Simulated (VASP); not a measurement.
A convergence study with VASP on CaF2 (fluorite): a few settings are varied, all else stays as given below, so the limit is that of these other settings. The cell's lengths are 1 % over those of the tabulated start and one atom is moved, so it is off equilibrium.

```yaml
crystal:
  lattice:
    - [0.00000, 2.75730, 2.75730]
    - [2.75730, 0.00000, 2.75730]
    - [2.75730, 2.75730, 0.00000]
  atoms:
    - { symbol: Ca, position: [0.00000, 0.00000, 0.00000] }
    - { symbol: F, position: [0.25000, 0.25000, 0.25000] }
    - { symbol: F, position: [0.73901, 0.76099, 0.76099] }
```

Computed with PBEsol GGA, VASP's PBE PAW potentials (set 64) (plane waves; VASP 6.6.1). The last row used: LREAL = Auto, 700 eV cut-off, 6×6×6 Γ-centred mesh, Gaussian smearing of 0.050 eV, potentials Ca_sv F.

Gaps are read on the run's mesh, which can miss a band edge.

```csv
setting,E (eV/atom),pressure (GPa),largest force (eV/Å),gap on the mesh (eV),plane waves
"ENCUT = 400, LREAL = .FALSE., PREC = Normal",-5.9696,-12.16,0.247,6.950,778
"ENCUT = 500, LREAL = .FALSE., PREC = Normal",-5.9576,-3.91,0.239,6.921,1090
"ENCUT = 600, LREAL = .FALSE., PREC = Normal",-5.9593,-3.75,0.239,6.922,1420
"ENCUT = 700, LREAL = .FALSE., PREC = Normal",-5.9604,-3.79,0.238,6.925,1807
"ENCUT = 400, LREAL = .FALSE., PREC = Accurate",-5.9685,-12.23,0.247,6.950,778
"ENCUT = 500, LREAL = .FALSE., PREC = Accurate",-5.9576,-3.91,0.239,6.921,1090
"ENCUT = 600, LREAL = .FALSE., PREC = Accurate",-5.9592,-3.75,0.239,6.922,1420
"ENCUT = 700, LREAL = .FALSE., PREC = Accurate",-5.9604,-3.79,0.238,6.925,1807
"ENCUT = 400, LREAL = Auto, PREC = Normal",-5.9695,-12.12,0.246,6.950,778
"ENCUT = 500, LREAL = Auto, PREC = Normal",-5.9577,-3.56,0.230,6.921,1090
"ENCUT = 600, LREAL = Auto, PREC = Normal",-5.9591,-3.74,0.231,6.922,1420
"ENCUT = 700, LREAL = Auto, PREC = Normal",-5.9603,-3.90,0.231,6.925,1807
"ENCUT = 400, LREAL = Auto, PREC = Accurate",-5.9685,-12.23,0.247,6.950,778
"ENCUT = 500, LREAL = Auto, PREC = Accurate",-5.9582,-3.88,0.242,6.921,1090
"ENCUT = 600, LREAL = Auto, PREC = Accurate",-5.9594,-3.74,0.237,6.922,1420
"ENCUT = 700, LREAL = Auto, PREC = Accurate",-5.9607,-3.75,0.237,6.925,1807
```

Left out are rungs that failed or repeat a setting and relaxations that didn't move; long series are thinned to 24 rows.

The compound is CaF2 in the fluorite structure. The cell was not relaxed at this level, it is distorted from the ideal structure.
